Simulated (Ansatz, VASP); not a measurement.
# Ga12Ge13O44 (amorphous 32Ga2O3-68GeO2 (mol %)): VASP beside Ansatz, part 2 of 3

One calculation is typed for both programs; each brings its own data sets. How far apart do they land? The cell is taken from a series of runs on this material, whose earlier steps may have relaxed, scaled, displaced or heated it; both programs get it as it stands.

VASP 6.6.1 and Ansatz 0.2.0.

So far. Step 2 (VASP: single point, PBE, pair 1): The run ends at a pressure of -0.17 GPa, with forces up to 2.5 eV/Å.

## Step 5: VASP: single point, PBE, pair 2

Level of this step: PBE; plane waves and PAW (Ga_d, Ge_d, O) (VASP).

A single point gives forces, pressure and levels at one fixed geometry, so differences don't come from the geometry; what else differs is listed under the comparison.

INCAR

```
SYSTEM = Ga12Ge13O44
PREC = Accurate
ENCUT = 600
EDIFF = 1E-06
NELM = 120
ISMEAR = 0
SIGMA = 0.01
LREAL = Auto
ALGO = Normal
GGA = PE
NBANDS = 352
LORBIT = 11
LWAVE = .FALSE.
LCHARG = .FALSE.
ISIF = 2
LASPH = .TRUE.
GGA_COMPAT = .FALSE.
EFERMI = MIDGAP
NCORE = 2
```

POSCAR

```
Ga12Ge13O44
1.0
    9.7798300000      0.0000000000      0.0000000000
    0.0000000000      9.7798300000      0.0000000000
    0.0000000000      0.0000000000      9.7798300000
Ga Ge O
12 13 44
Direct
    0.8791100000      0.9047900000      0.5638100000
    0.2955000000      0.6493100000      0.7081400000
    0.6300900000      0.0811300000      0.7132600000
    0.5899500000      0.3755600000      0.8056100000
    0.0349000000      0.7963900000      0.8590100000
    0.9452400000      0.5849500000      0.6114900000
    0.1025300000      0.1111200000      0.6638000000
    0.3131600000      0.2586100000      0.8210200000
    0.0184300000      0.1136800000      0.3793400000
    0.9186900000      0.3413100000      0.7968800000
    0.7919200000      0.3123600000      0.1526000000
    0.7645700000      0.3061300000      0.4861200000
    0.5942900000      0.5539300000      0.5421900000
    0.3381500000      0.5913500000      0.3167800000
    0.6232100000      0.7615200000      0.7523300000
    0.8158300000      0.5973300000      0.3013600000
    0.3318200000      0.9248400000      0.8681500000
    0.2126000000      0.3911200000      0.5362400000
    0.2815200000      0.8694600000      0.4581400000
    0.7725500000      0.9132500000      0.2263300000
    0.5260300000      0.0739500000      0.3734400000
    0.8388900000      0.5902400000      0.9492200000
    0.4499400000      0.3868700000      0.0799600000
    0.2753500000      0.1139800000      0.1528300000
    0.8896100000      0.0794400000      0.9473700000
    0.5995600000      0.3105000000      0.1411400000
    0.9485100000      0.6232500000      0.4166300000
    0.9600200000      0.7147200000      0.0096500000
    0.6139000000      0.3900500000      0.6165700000
    0.4600000000      0.6248400000      0.4463200000
    0.4548500000      0.9298400000      0.4517900000
    0.1234200000      0.2404300000      0.5045200000
    0.7061200000      0.9114400000      0.6631900000
    0.2743300000      0.0677600000      0.7645900000
    0.1537900000      0.5489000000      0.6170700000
    0.1068800000      0.1016100000      0.2070600000
    0.8577300000      0.2459300000      0.3257900000
    0.0220500000      0.9888700000      0.8594800000
    0.7519700000      0.4201100000      0.8966500000
    0.3262900000      0.9740900000      0.0456900000
    0.4366900000      0.4352800000      0.9035000000
    0.6304600000      0.0243300000      0.2356900000
    0.5077300000      0.9004900000      0.8206900000
    0.6985500000      0.7032300000      0.9063500000
    0.7917500000      0.1540200000      0.8073700000
    0.2491800000      0.4418400000      0.3645900000
    0.2864100000      0.8133400000      0.6255500000
    0.0966400000      0.2612100000      0.7918200000
    0.7254300000      0.6612700000      0.6124300000
    0.5163900000      0.1969200000      0.8106200000
    0.4035000000      0.5464200000      0.1549200000
    0.6964500000      0.4821900000      0.3899500000
    0.4909700000      0.6283800000      0.7098900000
    0.2334800000      0.7624500000      0.8696900000
    0.1479200000      0.9872400000      0.4771600000
    0.8894500000      0.9389500000      0.3641000000
    0.8187800000      0.9545400000      0.0567300000
    0.9312200000      0.0864000000      0.5753900000
    0.3098700000      0.2620400000      0.0413700000
    0.8902000000      0.3891000000      0.6065200000
    0.9724600000      0.7743000000      0.6708300000
    0.2526600000      0.7516300000      0.3181600000
    0.8386800000      0.5056100000      0.1396200000
    0.3867800000      0.1613800000      0.2932100000
    0.9176700000      0.2389000000      0.0290900000
    0.7182100000      0.7407500000      0.2455200000
    0.9619800000      0.5373500000      0.8143800000
    0.3418500000      0.3543800000      0.6546800000
    0.6305600000      0.1495000000      0.5086100000
```

KPOINTS

```
Automatic mesh
0
Gamma
1 1 1
0 0 0
```

PAW data sets: Ga_d, Ge_d and O (PBE family, release 64).

The run is started by

```sh
$ mpirun -np 8 vasp_gam
```

Numbers of over 12 decimals in the logs are rounded to 6 here.

Log:

```text
[... set-up lines as in an earlier step ...]
 entering main loop
       N       E                     dE             d eps       ncg     rms          rms(c)
DAV:   1     0.197487731302E+05    0.19749E+05   -0.22287E+05   848   0.466E+03
DAV:   2     0.496830211762E+04   -0.14780E+05   -0.13670E+05   704   0.136E+03
DAV:   3     0.414975145847E+03   -0.45533E+04   -0.43118E+04   856   0.442E+02
DAV:   4    -0.396044636974E+03   -0.81102E+03   -0.78364E+03   824   0.197E+02
[...]
DAV:  17    -0.419061250765E+03   -0.13234E-04   -0.17327E-04   952   0.501E-02    0.702E-03
DAV:  18    -0.419061252149E+03   -0.13845E-05   -0.32868E-05   896   0.331E-02    0.451E-03
DAV:  19    -0.419061252246E+03   -0.96217E-07   -0.97145E-06   696   0.191E-02
   1 F= -.41906125E+03 E0= -.41906125E+03  d E =0.000000E+00
```

From OUTCAR (step 5):

```text
 POSITION                                       TOTAL-FORCE (eV/Angst)
 -----------------------------------------------------------------------------------
      8.59755      8.84869      5.51397         0.070261     -0.008860     -0.008981
      2.88994      6.35014      6.92549         0.014579      0.083962     -0.161222
      6.16217      0.79344      6.97556        -0.050881     -0.044444      0.018114
      5.76961      3.67291      7.87873         0.025696      0.066019     -0.004042
      0.34132      7.78856      8.40097        -0.094816     -0.019316      0.012138
      9.24429      5.72071      5.98027        -0.027480     -0.008037     -0.010480
      1.00273      1.08673      6.49185        -0.012359     -0.030327     -0.073547
      3.06265      2.52916      8.02944        -0.013529      0.017436      0.012837
      0.18024      1.11177      3.70988         0.033011      0.011990      0.018405
      8.98463      3.33795      7.79335         0.012568      0.018413      0.015157
      7.74484      3.05483      1.49240        -0.036071      0.006712     -0.010204
      7.47736      2.99390      4.75417         0.023972      0.053435     -0.012501
      5.81206      5.41734      5.30253        -0.075205      0.020296     -0.103378
      3.30705      5.78330      3.09805        -0.001622      0.009572      0.023148
[...]
-----------------------------------------------------------------------------------
    total drift:                               -0.020231     -0.001226      0.012899

  FREE ENERGIE OF THE ION-ELECTRON SYSTEM (eV)
  ---------------------------------------------------
  free  energy   TOTEN  =      -419.0612522456 eV

  energy  without entropy=     -419.0612522456  energy(sigma->0) =     -419.06125225

[... 1 part as in an earlier step ...]

[... 1 further part left out ...]
```

The run ends at a pressure of -2.34 GPa, with forces up to 0.21 eV/Å.

## Step 6: Ansatz: single point, PBE, pair 2

The same cell, functional and mesh now go to Ansatz, which takes its cutoff from its data sets.

The cell is taken from a series of runs on this material, whose earlier steps may have relaxed, scaled, displaced or heated it; both programs get it as it stands.

input.yaml

```yaml
crystal:
  lattice:
    - [9.77983, 0.0, 0.0]
    - [0.0, 9.77983, 0.0]
    - [0.0, 0.0, 9.77983]
  atoms:
    - { symbol: Ga, position: [0.87911, 0.90479, 0.56381] }
    - { symbol: Ga, position: [0.2955, 0.64931, 0.70814] }
    - { symbol: Ga, position: [0.63009, 0.08113, 0.71326] }
    - { symbol: Ga, position: [0.58995, 0.37556, 0.80561] }
    - { symbol: Ga, position: [0.0349, 0.79639, 0.85901] }
    - { symbol: Ga, position: [0.94524, 0.58495, 0.61149] }
    - { symbol: Ga, position: [0.10253, 0.11112, 0.6638] }
    - { symbol: Ga, position: [0.31316, 0.25861, 0.82102] }
    - { symbol: Ga, position: [0.01843, 0.11368, 0.37934] }
    - { symbol: Ga, position: [0.91869, 0.34131, 0.79688] }
    - { symbol: Ga, position: [0.79192, 0.31236, 0.1526] }
    - { symbol: Ga, position: [0.76457, 0.30613, 0.48612] }
    - { symbol: Ge, position: [0.59429, 0.55393, 0.54219] }
    - { symbol: Ge, position: [0.33815, 0.59135, 0.31678] }
    - { symbol: Ge, position: [0.62321, 0.76152, 0.75233] }
    - { symbol: Ge, position: [0.81583, 0.59733, 0.30136] }
    - { symbol: Ge, position: [0.33182, 0.92484, 0.86815] }
    - { symbol: Ge, position: [0.2126, 0.39112, 0.53624] }
    - { symbol: Ge, position: [0.28152, 0.86946, 0.45814] }
    - { symbol: Ge, position: [0.77255, 0.91325, 0.22633] }
    - { symbol: Ge, position: [0.52603, 0.07395, 0.37344] }
    - { symbol: Ge, position: [0.83889, 0.59024, 0.94922] }
    - { symbol: Ge, position: [0.44994, 0.38687, 0.07996] }
    - { symbol: Ge, position: [0.27535, 0.11398, 0.15283] }
    - { symbol: Ge, position: [0.88961, 0.07944, 0.94737] }
    - { symbol: O, position: [0.59956, 0.3105, 0.14114] }
    - { symbol: O, position: [0.94851, 0.62325, 0.41663] }
    - { symbol: O, position: [0.96002, 0.71472, 0.00965] }
    - { symbol: O, position: [0.6139, 0.39005, 0.61657] }
    - { symbol: O, position: [0.46, 0.62484, 0.44632] }
    - { symbol: O, position: [0.45485, 0.92984, 0.45179] }
    - { symbol: O, position: [0.12342, 0.24043, 0.50452] }
    - { symbol: O, position: [0.70612, 0.91144, 0.66319] }
    - { symbol: O, position: [0.27433, 0.06776, 0.76459] }
    - { symbol: O, position: [0.15379, 0.5489, 0.61707] }
    - { symbol: O, position: [0.10688, 0.10161, 0.20706] }
    - { symbol: O, position: [0.85773, 0.24593, 0.32579] }
    - { symbol: O, position: [0.02205, 0.98887, 0.85948] }
    - { symbol: O, position: [0.75197, 0.42011, 0.89665] }
    - { symbol: O, position: [0.32629, 0.97409, 0.04569] }
    - { symbol: O, position: [0.43669, 0.43528, 0.9035] }
    - { symbol: O, position: [0.63046, 0.02433, 0.23569] }
    - { symbol: O, position: [0.50773, 0.90049, 0.82069] }
    - { symbol: O, position: [0.69855, 0.70323, 0.90635] }
    - { symbol: O, position: [0.79175, 0.15402, 0.80737] }
    - { symbol: O, position: [0.24918, 0.44184, 0.36459] }
    - { symbol: O, position: [0.28641, 0.81334, 0.62555] }
    - { symbol: O, position: [0.09664, 0.26121, 0.79182] }
    - { symbol: O, position: [0.72543, 0.66127, 0.61243] }
    - { symbol: O, position: [0.51639, 0.19692, 0.81062] }
    - { symbol: O, position: [0.4035, 0.54642, 0.15492] }
    - { symbol: O, position: [0.69645, 0.48219, 0.38995] }
    - { symbol: O, position: [0.49097, 0.62838, 0.70989] }
    - { symbol: O, position: [0.23348, 0.76245, 0.86969] }
    - { symbol: O, position: [0.14792, 0.98724, 0.47716] }
    - { symbol: O, position: [0.88945, 0.93895, 0.3641] }
    - { symbol: O, position: [0.81878, 0.95454, 0.05673] }
    - { symbol: O, position: [0.93122, 0.0864, 0.57539] }
    - { symbol: O, position: [0.30987, 0.26204, 0.04137] }
    - { symbol: O, position: [0.8902, 0.3891, 0.60652] }
    - { symbol: O, position: [0.97246, 0.7743, 0.67083] }
    - { symbol: O, position: [0.25266, 0.75163, 0.31816] }
    - { symbol: O, position: [0.83868, 0.50561, 0.13962] }
    - { symbol: O, position: [0.38678, 0.16138, 0.29321] }
    - { symbol: O, position: [0.91767, 0.2389, 0.02909] }
    - { symbol: O, position: [0.71821, 0.74075, 0.24552] }
    - { symbol: O, position: [0.96198, 0.53735, 0.81438] }
    - { symbol: O, position: [0.34185, 0.35438, 0.65468] }
    - { symbol: O, position: [0.63056, 0.1495, 0.50861] }
kpoints:
  mp_grid: { grid: [1, 1, 1] }
hamiltonian:
  xc: pbe
  pseudopotentials: { kind: paw, azcp: { folder: soft_1 } }
scf:
  occupations: { method: fixed }
output:
  forces: true
  stress: true
  populations: true
  dos:
    method: { smearing: { sigma: 0.15 } }
    de: 0.1
    projected: { site_lists: { Ga: [Ga], Ge: [Ge], O: [O] } }
  eigenvalues: true
```

The run is started by

```sh
$ ansatz run input.yaml --threads 4 --pin off --max-ram 8192MiB --backend cpu --events-out ev --progress --plain --runs-dir out
```

Log:

```text
[...]
Crystal: 69 atoms, lattice volume = 935.393 Å³
Basis set: ecut = 420 eV, 18325 PW (Γ), exchange–correlation on 144×144×144 points (8 copies of the dense FFT grid, shifted against one another)
Bands: 370, of which v1, the nominal top of the filled ones, is band 301 counted from 1 (300 counted from 0)
Symmetry: 1 space group operations
[...]
k-points: 1
[...]
--- Löwdin populations: 69 sites ---
  site symbol       q [e]
     0     Ga     11.9040
     1     Ga     11.9053
     2     Ga     11.9140
     3     Ga     11.9239
     4     Ga     11.9174
     5     Ga     11.9567
     6     Ga     11.9495
     7     Ga     11.9382
[...]
65      O      6.6592
    66      O      6.6741
    67      O      6.6915
    68      O      6.6523
  spilling = 0.004596 (of n_electrons = 602.000000)
[key lines of the parts left out:]
SCF converged after 14 iterations
Free energy (F): -126196.081100 eV
Fermi energy:    4.937446 eV
P = ⅓ Tr σ = -2.2171 GPa (-22.171 kbar)
```

## Step 7: Comparison

What differs besides the data sets and the points named for the pairs above, as far as they apply: the cutoff is 420 eV in Ansatz and 600 eV in VASP (PREC = Accurate, projectors in real space). Total energies have different zeros and are not compared.

Compared:

| quantity | Ansatz | VASP | difference |
| --- | --- | --- | --- |
| pressure (GPa) | -2.22 | -2.34 | +0.13 |
| gap on the k mesh (eV) | 1.449 | 1.417 | +0.031 |

Forces on 10 of the 69 atoms, those with the largest forces and the largest differences (eV/Å; atoms numbered as in POSCAR):

| atom | Ansatz x, y, z | VASP x, y, z |
| --- | --- | --- |
| Ga2 | 0.014, 0.113, -0.175 | 0.015, 0.084, -0.161 |
| Ge18 | -0.040, -0.027, -0.128 | -0.045, -0.071, -0.149 |
| Ge21 | -0.017, -0.176, -0.048 | -0.018, -0.201, -0.067 |
| O32 | 0.020, 0.017, 0.046 | 0.061, 0.096, 0.042 |
| O34 | 0.056, -0.075, 0.072 | 0.075, -0.124, 0.090 |
| O36 | 0.127, 0.002, -0.046 | 0.177, 0.000, -0.085 |
| O40 | -0.005, -0.026, -0.132 | -0.015, 0.001, -0.144 |
| O47 | 0.006, -0.042, 0.054 | 0.003, -0.006, -0.007 |
| O51 | 0.026, -0.119, -0.047 | 0.017, -0.143, -0.012 |
| O68 | 0.011, -0.013, 0.115 | -0.005, 0.022, 0.058 |

The forces differ by 24 meV/Å r.m.s., which is 43.9 % of the r.m.s. force of 0.055 eV/Å (both taken over all components). A gap on the mesh is an upper bound, since the band edges may lie between its points.

## Step 8: VASP: single point, PBE, pair 3

With cell and atoms fixed, the geometry can't cause a difference; cores, projectors, grids and the points listed under the comparison can.

INCAR is that of step 5.

POSCAR

```
Ga12Ge13O44
1.0
    9.7798300000      0.0000000000      0.0000000000
    0.0000000000      9.7798300000      0.0000000000
    0.0000000000      0.0000000000      9.7798300000
Ga Ge O
12 13 44
Direct
    0.8748600000      0.8982700000      0.5669100000
    0.2966800000      0.6596400000      0.7049700000
    0.6362900000      0.0878200000      0.7090600000
    0.5898500000      0.3770800000      0.8093900000
    0.0369400000      0.7967000000      0.8587400000
    0.9558800000      0.5822200000      0.6119700000
    0.1076400000      0.1012600000      0.6688700000
    0.3164400000      0.2572900000      0.8133800000
    0.0140300000      0.1141200000      0.3804200000
    0.9217000000      0.3303700000      0.8030600000
    0.7868200000      0.3147800000      0.1449000000
    0.7584800000      0.3088900000      0.4763600000
    0.5921700000      0.5588900000      0.5417000000
    0.3350100000      0.5975300000      0.3120600000
    0.6208000000      0.7640700000      0.7537800000
    0.8178100000      0.5961000000      0.3021500000
    0.3348100000      0.9251600000      0.8801700000
    0.2151800000      0.3932200000      0.5286000000
    0.2862400000      0.8797600000      0.4569700000
    0.7754400000      0.9131700000      0.2288000000
    0.5286200000      0.0714100000      0.3754900000
    0.8350500000      0.5869600000      0.9469500000
    0.4421500000      0.3871100000      0.0785600000
    0.2750600000      0.1147000000      0.1588900000
    0.8925000000      0.0768500000      0.9496600000
    0.5940900000      0.3131200000      0.1372100000
    0.9502000000      0.6181800000      0.4195400000
    0.9627600000      0.7054700000      0.0029900000
    0.6233100000      0.3980000000      0.6221300000
    0.4493000000      0.6179700000      0.4514900000
    0.4632600000      0.9277100000      0.4604600000
    0.0864300000      0.2673400000      0.5042200000
    0.7070500000      0.9154700000      0.6701500000
    0.2782600000      0.0639900000      0.7729100000
    0.1616800000      0.5428000000      0.6258200000
    0.1055300000      0.1010300000      0.2102800000
    0.8499700000      0.2439100000      0.3190500000
    0.0242900000      0.9879500000      0.8603700000
    0.7477800000      0.4172400000      0.9066800000
    0.3277900000      0.9721200000      0.0558200000
    0.4250400000      0.4264800000      0.8963100000
    0.6333600000      0.0236300000      0.2377400000
    0.5059900000      0.8970800000      0.8254400000
    0.6973200000      0.7010900000      0.9047600000
    0.7997400000      0.1557800000      0.8059200000
    0.2405200000      0.4494700000      0.3577300000
    0.2625100000      0.8173400000      0.6193900000
    0.1038100000      0.2587800000      0.7867600000
    0.7198500000      0.6710100000      0.6083200000
    0.5215100000      0.1971400000      0.8085100000
    0.4017800000      0.5496800000      0.1509100000
    0.6937100000      0.4848400000      0.3901500000
    0.4874600000      0.6313600000      0.7099000000
    0.2349500000      0.7651200000      0.8696200000
    0.1744200000      0.0224600000      0.4779500000
    0.8930600000      0.9367800000      0.3671800000
    0.8242100000      0.9517100000      0.0589200000
    0.9400100000      0.0748000000      0.5780400000
    0.3063700000      0.2607800000      0.0476800000
    0.8938100000      0.3771500000      0.6010100000
    0.9715200000      0.7698400000      0.6729600000
    0.2570300000      0.7626200000      0.3157600000
    0.8388900000      0.5061200000      0.1403700000
    0.3880600000      0.1580500000      0.2989700000
    0.9195500000      0.2398400000      0.0251100000
    0.7226000000      0.7408900000      0.2479200000
    0.9524900000      0.5262600000      0.8073100000
    0.3447400000      0.3236000000      0.6297900000
    0.6327200000      0.1529900000      0.5086900000
```

KPOINTS is that of step 5.

The run is started by

```sh
$ mpirun -np 8 vasp_gam
```

Log:

```text
[... set-up lines as in an earlier step ...]
 entering main loop
       N       E                     dE             d eps       ncg     rms          rms(c)
DAV:   1     0.197141968318E+05    0.19714E+05   -0.22359E+05   840   0.466E+03
DAV:   2     0.493065541715E+04   -0.14784E+05   -0.13693E+05   704   0.135E+03
DAV:   3     0.416938021981E+03   -0.45137E+04   -0.42833E+04   832   0.442E+02
DAV:   4    -0.397857113982E+03   -0.81480E+03   -0.78625E+03   824   0.195E+02
[...]
DAV:  17    -0.418265440050E+03   -0.76318E-05   -0.15071E-04  1008   0.424E-02    0.767E-03
DAV:  18    -0.418265441399E+03   -0.13488E-05   -0.25253E-05   960   0.234E-02    0.568E-03
DAV:  19    -0.418265440900E+03    0.49878E-06   -0.45162E-06   688   0.151E-02
   1 F= -.41826544E+03 E0= -.41826544E+03  d E =-.359853E-10
```

Parts of OUTCAR (step 8):

```text
  Total       -9.8325571     -0.6535691    -24.9917338      1.3087054      0.5950649    -10.7378028
  in kB      -16.8415920     -1.1194589    -42.8068284      2.2416023      1.0192506    -18.3921326
  external PRESSURE =     -20.2559598 kB  Pullay stress =       0.0000000 kB

 POSITION                                       TOTAL-FORCE (eV/Angst)
 -----------------------------------------------------------------------------------
      8.55598      8.78493      5.54428         0.163680      0.105490      0.044306
      2.90148      6.45117      6.89449        -0.150713     -0.223466     -0.172297
      6.22281      0.85886      6.93449         0.084251      0.151063     -0.046911
      5.76863      3.68778      7.91570         0.192969      0.105304     -0.500299
      0.36127      7.79159      8.39833        -0.111421     -0.213521     -0.030965
      9.34834      5.69401      5.98496        -0.406986     -1.393252      0.060934
      1.05270      0.99031      6.54143        -0.017568      0.759244     -0.797891
      3.09473      2.51625      7.95472        -0.220407      0.174147     -0.473597
      0.13721      1.11607      3.72044         0.601655      0.989394      0.780009
      9.01407      3.23096      7.85379        -0.112836      0.465230     -1.401813
      7.69497      3.07849      1.41710         0.110618     -0.067093      0.158309
      7.41781      3.02089      4.65872         1.064883      0.518107      1.071559
      5.79132      5.46585      5.29773         0.197078     -0.604194      0.247757
      3.27634      5.84374      3.05189        -0.209841     -0.242338      0.219885
[...]
-----------------------------------------------------------------------------------
    total drift:                                0.007805     -0.002284      0.004113

  FREE ENERGIE OF THE ION-ELECTRON SYSTEM (eV)
  ---------------------------------------------------
  free  energy   TOTEN  =      -418.2654408998 eV

  energy  without entropy=     -418.2654408998  energy(sigma->0) =     -418.26544090

[... 2 parts as in an earlier step ...]

[... 1 further part left out ...]
[key lines of the parts left out:]
E-fermi :   3.1613
```

The run ends at a pressure of -2.03 GPa, with forces up to 2.2 eV/Å.

[end of part 2 of 3]

[Lines on the potential files, build, host, timing and source positions are cut from VASP's logs without a mark.]

[Logs are printed without paths, hosts, clocks, repeated set-up lines and the standing remarks that a program may print on its own settings, such as how far it seeks lower states.]

[Hosts, paths, dates, database ids (printed as entryN), source tags and the programs' standing remarks are cut or masked in the printed files.]
